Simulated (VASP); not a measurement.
# Bi2Te3 (Tellurobismuthite): the relaxed cell at several levels of theory

Which functional gives which lattice for Bi2Te3 (Tellurobismuthite)? The starting structure is a measured crystal structure from the Crystallography Open Database. The first relaxation on each setting starts from this cell expanded by 3 % in volume.

Main program and level: VASP 6.6.1; Kohn-Sham DFT with plane waves and PAW; PBEsol, LDA, PBE, PBEsol + D3(BJ), r2SCAN and r2SCAN + rVV10.

## (1) Set-up

The structure is trigonal, space group R-3m (No. 166). The conventional cell has a = 4.386 Å, b = 4.386 Å, c = 30.497 Å, α = 90.00°, β = 90.00°, γ = 120.00°. Nearest to Bi lie 6 Te at 3.07 to 3.25 Å. Te has 3 Bi at 3.07 Å nearest. Nearest to Te lie 6 Bi at 3.25 Å. Farther neighbours and most contacts between anions are not listed.

Structure file:

```xyz
5
Lattice="-4.3860 0.0000 0.0000 2.1930 -3.7984 0.0000 2.1930 1.2661 10.1657" Properties=species:S:1:pos:R:3 pbc="T T T"
Bi    2.1930   -1.2661    8.1325
Bi   -2.1930   -1.2661    2.0331
Te    0.0000   -2.5323    3.7765
Te    0.0000    0.0000    6.3891
Te    0.0000    0.0000    0.0000
```

## (2) Relaxation with PBEsol

PBEsol restores the gradient expansion of exchange and is tuned for the cells of solids. This run starts from the cell of an earlier relaxation, which isn't shown; the restart sets up the plane waves anew.

Contents of INCAR:

```
SYSTEM = Bi2Te3
PREC = Accurate
ENCUT = 450
EDIFF = 1E-06
NELM = 100
ISMEAR = 0
SIGMA = 0.03
LREAL = .FALSE.
ALGO = Normal
GGA = PS
NBANDS = 30
LORBIT = 11
LWAVE = .FALSE.
LCHARG = .FALSE.
KPAR = 16
IBRION = 2
NSW = 50
ISIF = 3
EDIFFG = -0.006
```

Contents of POSCAR:

```
Bi2Te3
1.0
   -4.3809084264      0.0000000000      0.0000000000
    2.1904542132     -3.7939779889      0.0000000000
    2.1904542132      1.2646593296     10.0937036450
Bi Te
2 3
Direct
    0.2002110994      0.6001055497      0.8003166492
    0.7997889006      0.3998944503      0.1996833508
    0.5806477081      0.7903238541      0.3709715622
    0.4193522919      0.2096761459      0.6290284378
    0.0000000000      0.0000000000      0.0000000000
```

Contents of KPOINTS:

```
Automatic mesh
0
Gamma
6 6 6
0 0 0
```

The projector-augmented-wave data sets are Bi_d and Te (PBE family, release 64).

On the command line:

```bash
> mpirun -np 16 vasp_std
```

The log of the run:

```text
[banner, memory and clock lines left out]
running   16 mpi-ranks, on    1 nodes
 distrk:  each k-point on    1 cores,   16 groups
 distr:  one band on    1 cores,    1 groups

 POSCAR found type information on POSCAR BiTe
 POSCAR found :  2 types and       5 ions
|                                                                             |
|           W    W    AA    RRRRR   N    N  II  N    N   GGGG   !!!           |
|           W    W   A  A   R    R  NN   N  II  NN   N  G    G  !!!           |
|           W    W  A    A  R    R  N N  N  II  N N  N  G       !!!           |
|           W WW W  AAAAAA  RRRRR   N  N N  II  N  N N  G  GGG   !            |
|           WW  WW  A    A  R   R   N   NN  II  N   NN  G    G                |
|           W    W  A    A  R    R  N    N  II  N    N   GGGG   !!!           |
|                                                                             |
|     For optimal performance we recommend to set                             |
|       NCORE = 2 up to number-of-cores-per-socket                            |
|     NCORE specifies how many cores store one orbital (NPAR=cpu/NCORE).      |
|     This setting can greatly improve the performance of VASP for DFT.       |
|     The default, NCORE=1 might be grossly inefficient on modern             |
|     multi-core architectures or massively parallel machines. Do your        |
|     Unfortunately you need to use the default for GW and RPA                |
|     calculations (for HF NCORE is supported but not extensively tested      |
|     yet).                                                                   |
|                                                                             |

|                                                                             |
|               ----> ADVICE to this user running VASP <----                  |
|                                                                             |
|     You enforced a specific xc type in the INCAR file but a different       |
|     [... a line on the potential file left out ...]
|     I HOPE YOU KNOW WHAT YOU ARE DOING!                                     |
|                                                                             |

 LDA part: xc-table for (Slater+PW92), standard interpolation
 POSCAR, INCAR and KPOINTS ok, starting setup
 FFT: planning ... GRIDC
 FFT: planning ... GRID_SOFT
 FFT: planning ... GRID
 WAVECAR not read
 entering main loop
       N       E                     dE             d eps       ncg     rms          rms(c)
DAV:   1     0.415587934889E+03    0.41559E+03   -0.20253E+04  1928   0.140E+03
DAV:   2     0.231181644074E+02   -0.39247E+03   -0.37945E+03  2088   0.374E+02
DAV:   3    -0.187608507918E+02   -0.41879E+02   -0.39971E+02  2478   0.136E+02
DAV:   4    -0.204835893468E+02   -0.17227E+01   -0.17120E+01  2200   0.297E+01
DAV:   5    -0.205624148957E+02   -0.78826E-01   -0.78802E-01  2786   0.630E+00    0.800E+00
DAV:   6    -0.202973086099E+02    0.26511E+00   -0.41018E-01  2350   0.485E+00    0.594E+00
DAV:   7    -0.202975802671E+02   -0.27166E-03   -0.22305E-01  2324   0.220E+00    0.931E-01
DAV:   8    -0.202957684347E+02    0.18118E-02   -0.29488E-02  2136   0.107E+00    0.543E-01
DAV:   9    -0.202952012395E+02    0.56720E-03   -0.33814E-03  2220   0.397E-01    0.352E-01
DAV:  10    -0.202953133467E+02   -0.11211E-03   -0.91872E-04  2064   0.169E-01    0.764E-02
DAV:  11    -0.202953208942E+02   -0.75475E-05   -0.72346E-05  2370   0.580E-02    0.380E-02
DAV:  12    -0.202953233977E+02   -0.25035E-05   -0.21748E-05  2104   0.208E-02    0.247E-02
DAV:  13    -0.202953218770E+02    0.15207E-05   -0.39871E-06  1890   0.102E-02    0.726E-03
DAV:  14    -0.202953220887E+02   -0.21168E-06   -0.71114E-07  1104   0.498E-03
   1 F= -.20295322E+02 E0= -.20295322E+02  d E =-.202953E+02
 curvature:   0.00 expect dE= 0.000E+00 dE for cont linesearch  0.000E+00
 trial: gam= 0.00000 g(F)=  0.105E-05 g(S)=  0.235E-05 ort = 0.000E+00 (trialstep = 0.100E+01)
 search vector abs. value=  0.340E-05
 reached required accuracy - stopping structural energy minimisation
```

Elapsed: 28 s, on 16 MPI ranks of AMD EPYC 7R43, shared host; peak memory 4.7 GiB; 6.8 min of CPU time.

The logs omit lines about the potential files and the build; timing stands in the text.

OUTCAR, selected parts (step 2):

```text
ion  position               nearest neighbor table
   1  0.200  0.600  0.800-   4 3.06   4 3.06   4 3.06   5 3.23   5 3.23   5 3.23
   2  0.800  0.400  0.200-   3 3.06   3 3.06   3 3.06   5 3.23   5 3.23   5 3.23
   3  0.581  0.790  0.371-   2 3.06   2 3.06   2 3.06   4 3.63   4 3.63   4 3.63
   4  0.419  0.210  0.629-   1 3.06   1 3.06   1 3.06   3 3.63   3 3.63   3 3.63
   5  0.000  0.000  0.000-   1 3.23   2 3.23   2 3.23   1 3.23   2 3.23   1 3.23

  LATTYP: Found a trigonal (rhomboedric) cell.
 ALAT       =    10.4057823422
 COS(alpha) =     0.9113765036

 Subroutine GETGRP returns: Found 12 space group operations
 (whereof 12 operations were pure point group operations)

The static configuration has the point symmetry D_3d.

 Found     32 irreducible k-points:

   k-points           NKPTS =     32   k-points in BZ     NKDIM =     32   number of bands    NBANDS=     30

   dimension x,y,z NGX =    30 NGY =   30 NGZ =   72
   dimension x,y,z NGXF=    60 NGYF=   60 NGZF=  144

   ENCUT  =  450.0 eV  33.07 Ry    5.75 a.u.   7.58  7.58 18.00*2*pi/ulx,y,z

   NELECT =      48.0000    total number of electrons

 k-points in reciprocal lattice and weights: Automatic mesh
   0.00000000  0.00000000  0.00000000       0.005
   0.16666667 -0.00000000  0.00000000       0.028
   0.33333333  0.00000000 -0.00000000       0.028
   0.50000000 -0.00000000  0.00000000       0.014
   0.00000000  0.16666667 -0.00000000       0.028
   0.16666667  0.16666667  0.00000000       0.056
   0.33333333  0.16666667  0.00000000       0.056
   0.00000000  0.33333333 -0.00000000       0.028
   0.16666667  0.33333333  0.00000000       0.056
[...]
0.16666667  0.16666667  0.33333333       0.028
   0.00000000  0.00000000  0.50000000       0.005

 average (electrostatic) potential at core
       1-104.8550       2-104.8550       3 -87.9915       4 -87.9915       5 -87.8145

 E-fermi :   6.2795

 k-point     1 :       0.0000    0.0000    0.0000
  band No.  band energies     occupation
    ...
     20       4.4405      2.00000
     21       4.4405      2.00000
     22       5.2907      2.00000
     23       5.2907      2.00000
     24       6.1773      2.00000
     25       6.3818      0.00000
     26       6.7910      0.00000
     27       6.7910      0.00000
     28       8.0942      0.00000
     29       8.2952      0.00000
    ...

 k-point     2 :       0.1667   -0.0000    0.0000
  band No.  band energies     occupation
    ...
     20       4.4843      2.00000
     21       4.6002      2.00000
     22       4.9932      2.00000
     23       5.1702      2.00000
     24       5.6912      2.00000
     25       7.2145      0.00000
     26       7.4616      0.00000
     27       7.4961      0.00000
     28       8.2897      0.00000
     29       8.4399      0.00000
    ...

 k-point     3 :       0.3333    0.0000   -0.0000
  band No.  band energies     occupation
    ...
     20       3.9123      2.00000
     21       3.9778      2.00000
     22       4.5084      2.00000
     23       4.5584      2.00000
     24       4.7449      2.00000
     25       7.7230      0.00000
     26       8.1384      0.00000
     27       8.6454      0.00000
     28       8.7404      0.00000
     29       8.7767      0.00000
    ...

  Total        0.0085999      0.0085999     -0.0097649      0.0000000      0.0000000      0.0000000
  in kB        0.0821288      0.0821288     -0.0932544      0.0000000      0.0000000      0.0000000
  external PRESSURE =       0.0236678 kB  Pullay stress =       0.0000000 kB

  energy-cutoff  :      450.00
  volume of cell :      167.77
      direct lattice vectors                 reciprocal lattice vectors
    -4.380908426  0.000000000  0.000000000    -0.228263160 -0.131787797  0.066047775
     2.190454213 -3.793977989  0.000000000     0.000000000 -0.263575593  0.033023887
     2.190454213  1.264659330 10.093703645     0.000000000  0.000000000  0.099071662

 POSITION                                       TOTAL-FORCE (eV/Angst)
 -----------------------------------------------------------------------------------
      2.19045     -1.26466      8.07816         0.000000      0.000000     -0.000236
     -2.19045     -1.26466      2.01554         0.000000     -0.000000      0.000236
      0.00000     -2.52932      3.74448         0.000000      0.000000     -0.003292
     -0.00000      0.00000      6.34923        -0.000000     -0.000000      0.003292
      0.00000      0.00000      0.00000         0.000000      0.000000      0.000000
 -----------------------------------------------------------------------------------
    total drift:                               -0.000000     -0.000000      0.000000

  FREE ENERGIE OF THE ION-ELECTRON SYSTEM (eV)
  ---------------------------------------------------
  free  energy   TOTEN  =       -20.2953220887 eV

  energy  without entropy=      -20.2953220873  energy(sigma->0) =      -20.29532209

 reached required accuracy - stopping structural energy minimisation

 total charge
# of ion       s       p       d       tot
------------------------------------------
    1        1.591   1.142   9.947  12.679
    2        1.591   1.142   9.947  12.679
    3        1.408   1.901   0.026   3.335
    4        1.408   1.901   0.026   3.335
    5        1.388   1.965   0.024   3.376
--------------------------------------------------
tot          7.385   8.051  19.970  35.405

[... 3 further parts left out ...]
```

CONTCAR:

```
Bi2Te3
   1.00000000000000
    -4.3809084264000004    0.0000000000000000    0.0000000000000000
     2.1904542132000002   -3.7939779889000000    0.0000000000000000
     2.1904542132000002    1.2646593295999999   10.0937036449999997
  Bi              Te
     2     3
Direct
     0.2002110994000006    0.6001055496999967    0.8003166491999991
     0.7997889005999994    0.3998944503000033    0.1996833508000009
     0.5806477081000025    0.7903238541000022    0.3709715621999976
     0.4193522918999975    0.2096761458999978    0.6290284378000024
     0.0000000000000000    0.0000000000000000    0.0000000000000000
```

The PAW data sets were made with PBE, which is usual practice but a small mismatch for other functionals. The run keeps the 12 symmetry operations of its start, so it cannot find a distortion of lower symmetry.

With PBEsol the relaxed cell holds 33.554 Å³ an atom, -0.94 % against the measured cell, with a = 4.381 Å and c = 30.281 Å.

## (3) Relaxation with LDA

LDA, the lowest rung, knows the local density alone. This run starts from the cell of an earlier relaxation, which isn't shown; the restart sets up the plane waves anew.

Edit INCAR of step 2 so:

```diff
@@ -9,3 +9,3 @@
 ALGO = Normal
-GGA = PS
+GGA = CA
 NBANDS = 30
```

Contents of POSCAR:

```
Bi2Te3
1.0
   -4.3550477876      0.0000000000      0.0000000000
    2.1775238938     -3.7715820187      0.0000000000
    2.1775238938      1.2571940062      9.9628017409
Bi Te
2 3
Direct
    0.1995483652      0.5997741826      0.7993225478
    0.8004516348      0.4002258174      0.2006774522
    0.5824386820      0.7912193410      0.3736580230
    0.4175613180      0.2087806590      0.6263419770
    0.0000000000      0.0000000000      0.0000000000
```

KPOINTS is that of step 2.

PAW data sets: Bi_d and Te (LDA family, release 64).

On the command line:

```bash
> mpirun -np 16 vasp_std
```

The log of the run:

```text
[banner, memory and clock lines left out]
running   16 mpi-ranks, on    1 nodes
[...]
[... a notice as in an earlier step ...]

 LDA part: xc-table for (Slater(with rela. corr.)+CA(PZ))
 , standard interpolation
 POSCAR, INCAR and KPOINTS ok, starting setup
[...]
entering main loop
       N       E                     dE             d eps       ncg     rms          rms(c)
DAV:   1     0.414496691070E+03    0.41450E+03   -0.20196E+04  1920   0.140E+03
DAV:   2     0.229422147060E+02   -0.39155E+03   -0.38019E+03  2070   0.373E+02
DAV:   3    -0.200399800424E+02   -0.42982E+02   -0.40860E+02  2484   0.137E+02
DAV:   4    -0.218032096789E+02   -0.17632E+01   -0.17485E+01  2246   0.294E+01
[...]
DAV:  12    -0.216067296315E+02   -0.37906E-05   -0.33737E-05  2248   0.244E-02    0.266E-02
DAV:  13    -0.216067285162E+02    0.11153E-05   -0.34011E-06  1882   0.944E-03    0.101E-02
DAV:  14    -0.216067283872E+02    0.12899E-06   -0.75350E-07  1146   0.548E-03
   1 F= -.21606728E+02 E0= -.21606728E+02  d E =-.216067E+02
[...]
reached required accuracy - stopping structural energy minimisation
```

Run time: 25 s. Hardware: 16 MPI ranks; peak memory 3.8 GiB; 6 min of CPU time.

From OUTCAR (step 3):

```text
  Total        0.0074843      0.0074843     -0.0080703      0.0000000      0.0000000      0.0000000
  in kB        0.0732763      0.0732763     -0.0790133      0.0000000      0.0000000      0.0000000
  external PRESSURE =       0.0225131 kB  Pullay stress =       0.0000000 kB

 POSITION                                       TOTAL-FORCE (eV/Angst)
 -----------------------------------------------------------------------------------
      2.17752     -1.25719      7.96349         0.000000      0.000000     -0.004843
     -2.17752     -1.25719      1.99931        -0.000000     -0.000000      0.004843
     -0.00000     -2.51439      3.72268         0.000000      0.000000     -0.003651
      0.00000     -0.00000      6.24012        -0.000000     -0.000000      0.003651
      0.00000      0.00000      0.00000        -0.000000      0.000000      0.000000
 -----------------------------------------------------------------------------------
    total drift:                               -0.000000      0.000000     -0.000000

  FREE ENERGIE OF THE ION-ELECTRON SYSTEM (eV)
  ---------------------------------------------------
  free  energy   TOTEN  =       -21.6067283872 eV

  energy  without entropy=      -21.6067279013  energy(sigma->0) =      -21.60672814

[... 2 parts as in an earlier step ...]

[... 2 further parts left out ...]
[key lines of the parts left out:]
E-fermi :   6.5609
```

With LDA the relaxed cell holds 32.729 Å³ an atom, -3.37 % against the measured cell, with a = 4.355 Å and c = 29.888 Å. That is -2.46 % from PBEsol.

## (4) Relaxation with PBE

PBE, the usual starting point, adds the gradient of the density. This run starts from the cell of an earlier relaxation, which isn't shown; the restart sets up the plane waves anew.

Edit INCAR of step 3 so:

```diff
@@ -9,3 +9,3 @@
 ALGO = Normal
-GGA = CA
+GGA = PE
 NBANDS = 30
```

Contents of POSCAR:

```
Bi2Te3
1.0
   -4.4478241425      0.0000000000      0.0000000000
    2.2239120713     -3.8519286990      0.0000000000
    2.2239120713      1.2839762330     10.6111344882
Bi Te
2 3
Direct
    0.2044518533      0.6022259266      0.8066777799
    0.7955481467      0.3977740734      0.1933222201
    0.5705818556      0.7852909278      0.3558727835
    0.4294181444      0.2147090722      0.6441272165
    0.0000000000      0.0000000000      0.0000000000
```

KPOINTS is that of step 3.

PAW data sets: Bi_d and Te (PBE family, release 64).

On the command line:

```bash
> mpirun -np 16 vasp_std
```

The log of the run:

```text
[banner, memory and clock lines left out]
running   16 mpi-ranks, on    1 nodes
[...]
[... a notice as in an earlier step ...]

 LDA part: xc-table for (Slater+PW92), standard interpolation
 POSCAR, INCAR and KPOINTS ok, starting setup
[...]
entering main loop
       N       E                     dE             d eps       ncg     rms          rms(c)
DAV:   1     0.410405303862E+03    0.41041E+03   -0.20045E+04  1928   0.136E+03
DAV:   2     0.245078852978E+02   -0.38590E+03   -0.37272E+03  2090   0.365E+02
DAV:   3    -0.170053961543E+02   -0.41513E+02   -0.40138E+02  2440   0.136E+02
DAV:   4    -0.186504201026E+02   -0.16450E+01   -0.16345E+01  2204   0.292E+01
[...]
DAV:  12    -0.183986467622E+02   -0.76342E-05   -0.17712E-05  1910   0.194E-02    0.998E-03
DAV:  13    -0.183986490714E+02   -0.23092E-05   -0.40152E-06  1802   0.155E-02    0.350E-03
DAV:  14    -0.183986493212E+02   -0.24978E-06   -0.35331E-07  1140   0.479E-03
   1 F= -.18398649E+02 E0= -.18398649E+02  d E =-.183986E+02
[...]
reached required accuracy - stopping structural energy minimisation
```

Run time: 34 s. Hardware: 16 MPI ranks; peak memory 5.3 GiB.

OUTCAR, selected parts (step 4):

```text
  Total       -0.0009377     -0.0009377      0.0115942      0.0000000      0.0000000      0.0000000
  in kB       -0.0082635     -0.0082635      0.1021796      0.0000000      0.0000000      0.0000000
  external PRESSURE =       0.0285508 kB  Pullay stress =       0.0000000 kB

 POSITION                                       TOTAL-FORCE (eV/Angst)
 -----------------------------------------------------------------------------------
      2.22391     -1.28398      8.55977         0.000000     -0.000000      0.002640
     -2.22391     -1.28398      2.05137        -0.000000      0.000000     -0.002640
      0.00000     -2.56795      3.77621        -0.000000      0.000000     -0.003199
     -0.00000     -0.00000      6.83492         0.000000     -0.000000      0.003199
      0.00000      0.00000      0.00000        -0.000000      0.000000      0.000000
 -----------------------------------------------------------------------------------
    total drift:                               -0.000000     -0.000000     -0.000000

  FREE ENERGIE OF THE ION-ELECTRON SYSTEM (eV)
  ---------------------------------------------------
  free  energy   TOTEN  =       -18.3986493212 eV

  energy  without entropy=      -18.3986493212  energy(sigma->0) =      -18.39864932

[... 2 parts as in an earlier step ...]

[... 2 further parts left out ...]
[key lines of the parts left out:]
E-fermi :   5.2982
```

With PBE the relaxed cell holds 36.359 Å³ an atom, +7.35 % against the measured cell, with a = 4.448 Å and c = 31.833 Å. That is +8.36 % from PBEsol.

(Part 1 of 2 ends here.)

[Lines on the potential files, build, host, timing and source positions are cut from VASP's logs without a mark.]

[Logs are printed without paths, hosts, clocks, repeated set-up lines and the standing remarks that a program may print on its own settings, such as how far it seeks lower states.]

[Hosts, paths, dates, database ids (printed as entryN), source tags and the programs' standing remarks are cut or masked in the printed files.]
